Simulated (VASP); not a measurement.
Level of theory: PBEsol GGA, VASP's PBE PAW potentials (set 64) (plane waves; VASP).

VASP input:

File POSCAR:
```
Na
1.0
 -2.0827851530   2.0827851530   2.0827851530
  2.0827851530  -2.0827851530   2.0827851530
  2.0827851530   2.0827851530  -2.0827851530
Na
1
Cartesian
  0.0000000000   0.0000000000   0.0000000000
```

**INCAR**
```
SYSTEM = Na
PREC = Normal; ENCUT = 400; LREAL = .False.
LASPH = .True.
EDIFF = 1E-5; NELM = 100; NELMIN = 4
ALGO = Fast
ISMEAR = 1; SIGMA = 0.1
GGA = PS
IBRION = 2; NSW = 20; ISIF = 2
EDIFFG = -0.03
LWAVE = .False.; LCHARG = .False.
```

### KPOINTS
```
Automatic mesh
0
Gamma
14 14 14
0 0 0
```

POTCAR, in this order: Na_pv (PBE.64 set). Program: vasp_std.

Output

### OUTCAR
```
 ion  position               nearest neighbor table
   1  0.000  0.000  0.000-
  LATTYP: Found a body centered cubic cell.
 ALAT       =     4.1655703060
 Subroutine PRICEL returns:
 Original cell was already a primitive cell.
 Subroutine GETGRP returns: Found 48 space group operations
The static configuration has the point symmetry O_h .
The dynamic configuration has the point symmetry O_h .
 Subroutine INISYM returns: Found 48 space group operations
 Subroutine IBZKPT returns following result:
 Found    104 irreducible k-points:

 Following reciprocal coordinates:
            Coordinates               Weight
  0.000000  0.000000  0.000000      1.000000
  0.071429  0.000000  0.000000     12.000000
  0.142857  0.000000  0.000000     12.000000
  0.214286  0.000000  0.000000     12.000000
  0.285714  0.000000  0.000000     12.000000
  0.357143  0.000000  0.000000     12.000000
  0.428571  0.000000  0.000000     12.000000
  0.500000  0.000000  0.000000      6.000000
  0.071429  0.071429  0.000000     24.000000
  0.142857  0.071429  0.000000     48.000000
  0.214286  0.071429  0.000000     48.000000
  0.285714  0.071429  0.000000     48.000000
  0.357143  0.071429 -0.000000     48.000000
  0.428571  0.071429  0.000000     48.000000
  0.142857  0.142857  0.000000     24.000000
  0.214286  0.142857  0.000000     48.000000
  0.285714  0.142857  0.000000     48.000000
  0.357143  0.142857 -0.000000     48.000000
  0.428571  0.142857  0.000000     24.000000
  0.214286  0.214286  0.000000     24.000000
  0.285714  0.214286  0.000000     48.000000
  0.357143  0.214286 -0.000000     48.000000
  0.285714  0.285714  0.000000     24.000000
  0.357143  0.285714 -0.000000     24.000000
  0.071429  0.071429  0.071429      8.000000
...
```

**OSZICAR**
```
       N       E                     dE             d eps       ncg     rms          rms(c)
DAV:   1     0.179932793696E+02    0.17993E+02   -0.35254E+03  1491   0.682E+02
DAV:   2    -0.101787052143E+01   -0.19011E+02   -0.19000E+02  1519   0.133E+02
DAV:   3    -0.139690679767E+01   -0.37904E+00   -0.37904E+00  1897   0.265E+01
DAV:   4    -0.140034163223E+01   -0.34348E-02   -0.34348E-02  1813   0.221E+00
DAV:   5    -0.140037874226E+01   -0.37110E-04   -0.37110E-04  1820   0.190E-01    0.234E-01
RMM:   6    -0.139884756888E+01    0.15312E-02   -0.21601E-03  1495   0.856E-01    0.143E-01
RMM:   7    -0.139840348567E+01    0.44408E-03   -0.19119E-03  1495   0.705E-01    0.457E-02
RMM:   8    -0.139836465840E+01    0.38827E-04   -0.35047E-04  1452   0.478E-01    0.343E-03
RMM:   9    -0.139837279980E+01   -0.81414E-05   -0.81462E-05  1528   0.153E-01
   1 F= -.13983728E+01 E0= -.13981457E+01  d E =-.139837E+01
```

File OUTCAR:
```
------------------------ aborting loop because EDIFF is reached ----------------------------------------
  FORCE on cell =-STRESS in cart. coord.  units (eV):
  Direction    XX          YY          ZZ          XY          YZ          ZX
  --------------------------------------------------------------------------------------
  Total       -0.0017987     -0.0017987     -0.0017987     -0.0000000     -0.0000000      0.0000000
  in kB       -0.0797401     -0.0797401     -0.0797401     -0.0000000     -0.0000000      0.0000000
  external PRESSURE =      -0.0797401 kB  Pullay stress =       0.0000000 kB
  volume of cell :       36.14
      direct lattice vectors                 reciprocal lattice vectors
    -2.082785153  2.082785153  2.082785153     0.000000000  0.240063167  0.240063167
     2.082785153 -2.082785153  2.082785153     0.240063167  0.000000000  0.240063167
     2.082785153  2.082785153 -2.082785153     0.240063167  0.240063167  0.000000000
 POSITION                                       TOTAL-FORCE (eV/Angst)
 -----------------------------------------------------------------------------------
      0.00000      0.00000      0.00000        -0.000000      0.000000      0.000000
 -----------------------------------------------------------------------------------
    total drift:                               -0.000000     -0.000000      0.000000
  FREE ENERGIE OF THE ION-ELECTRON SYSTEM (eV)
  ---------------------------------------------------
  free  energy   TOTEN  =        -1.3983727998 eV

  energy  without entropy=       -1.3976914386  energy(sigma->0) =       -1.39814568

 reached required accuracy - stopping structural energy minimisation
```
(Selected blocks of OUTCAR.)

The compound is Na in the bcc structure. It was relaxed first, which changed the volume by -7 %.
